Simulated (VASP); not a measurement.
All values below come from PBE GGA, VASP's PBE PAW potentials (set 64) (plane waves; VASP).

VASP input:

### KPOINTS
```
Automatic
0
G
 6 6 3
0 0 0
```

File POSCAR:
```
CdS
6.8201520
  0.3078712605  -0.5332486391   0.0000000000
  0.3078712605   0.5332486391   0.0000000000
  0.0000000000   0.0000000000   0.9999999932
Cd S
2 2
direct
  0.6666670000   0.3333330000   0.5000027958
  0.3333330000   0.6666670000   0.0000027958
  0.6666670000   0.3333330000   0.8769972042
  0.3333330000   0.6666670000   0.3769972042
```

**INCAR**
```
# general
SYSTEM  = CdS
PREC    = Accurate
ENCUT   = 350   # plane-wave cut-off (eV)
LREAL   = .FALSE.   # projection in real space or not
LASPH   = .TRUE.   # aspherical one-centre terms

# electronic loop
EDIFF   = 1E-6   # SCF stop (eV)
NELM    = 100   # most electronic steps
ALGO    = Normal   # blocked Davidson
LMAXMIX = 4

# smearing
ISMEAR  = 0
SIGMA   = 0.05

# functional
GGA     = PE   # PBE

# output
LWAVE   = .FALSE.
LCHARG  = .TRUE.
```

POTCAR, in this order: Cd S (PBE.64 set). Program: vasp_std.

### Question
Predict the energy per atom (σ→0), band gap (on the k-mesh).

### Answer

energy per atom (σ→0): -3.072 eV/atom
band gap (on the k-mesh): 1.11 eV

File OSZICAR:
```
...
DAV:   9    -0.122863019696E+02    0.19553E-02   -0.21783E-02   792   0.184E+00    0.152E-01
DAV:  10    -0.122865032963E+02   -0.20133E-03   -0.16413E-03   742   0.424E-01    0.113E-01
DAV:  11    -0.122866206872E+02   -0.11739E-03   -0.22033E-04   738   0.110E-01    0.101E-01
DAV:  12    -0.122866676753E+02   -0.46988E-04   -0.20219E-04   652   0.851E-02    0.226E-02
DAV:  13    -0.122866672246E+02    0.45070E-06   -0.13990E-05   778   0.285E-02    0.593E-03
DAV:  14    -0.122866683226E+02   -0.10980E-05   -0.16340E-06   552   0.800E-03    0.883E-03
DAV:  15    -0.122866678115E+02    0.51119E-06   -0.11548E-06   534   0.716E-03
   1 F= -.12286668E+02 E0= -.12286668E+02  d E =-.556346E-14
```

The compound is CdS in the wurtzite structure. It was relaxed first.
